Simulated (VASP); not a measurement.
A convergence study with VASP on Rb (bcc): one setting is varied, all else stays as given below, so the limit is that of these other settings.

```
CELL_PARAMETERS angstrom
     -2.82500     2.82500     2.82500
      2.82500    -2.82500     2.82500
      2.82500     2.82500    -2.82500
ATOMIC_POSITIONS crystal
  Rb 0.00000 0.00000 0.00000
```

Computed with PBE GGA, VASP's PBE PAW potentials (set 64) (plane waves; VASP). The tightest run used: 550 eV cut-off, 14×14×14 Monkhorst-Pack mesh, first-order Methfessel-Paxton smearing of 0.10 eV, potentials Rb_sv.

Q: The settings run are 1×1×1 mesh; 2×2×2 mesh; 3×3×3 mesh; 4×4×4 mesh; 5×5×5 mesh; 6×6×6 mesh; 7×7×7 mesh; 8×8×8 mesh; 9×9×9 mesh; 10×10×10 mesh; 11×11×11 mesh; 12×12×12 mesh; 13×13×13 mesh; 14×14×14 mesh. From which on does the stress (every component) stay within 0.1 GPa of the tightest run?

A: From 3×3×3 mesh on: it is off by 0.09 there and by no more than 0.1 in any finer run, while 2×2×2 mesh is off by 0.21.
```csv
setting,E (eV/atom),pressure (GPa),irreducible k-points,difference judged (GPa)
1×1×1 mesh,-1.9601,-0.16,1,0.19
2×2×2 mesh,-0.8258,0.24,2,0.21
3×3×3 mesh,-1.0197,-0.07,4,0.09
4×4×4 mesh,-0.9241,0.04,6,0.02
5×5×5 mesh,-0.9358,0.02,10,0.01
6×6×6 mesh,-0.9459,0.01,14,0.01
7×7×7 mesh,-0.9378,0.02,20,0.00
8×8×8 mesh,-0.9414,0.01,26,0.01
9×9×9 mesh,-0.9383,0.03,35,0.00
10×10×10 mesh,-0.9380,0.02,44,0.00
11×11×11 mesh,-0.9380,0.02,56,0.00
12×12×12 mesh,-0.9375,0.02,68,0.00
13×13×13 mesh,-0.9361,0.02,84,0.00
14×14×14 mesh,-0.9366,0.02,100,0.00
```

Left out are rungs that failed or repeat a setting and relaxations that didn't move; long series are thinned to 24 rows.

The compound is Rb in the bcc structure. The cell was not relaxed at this level.
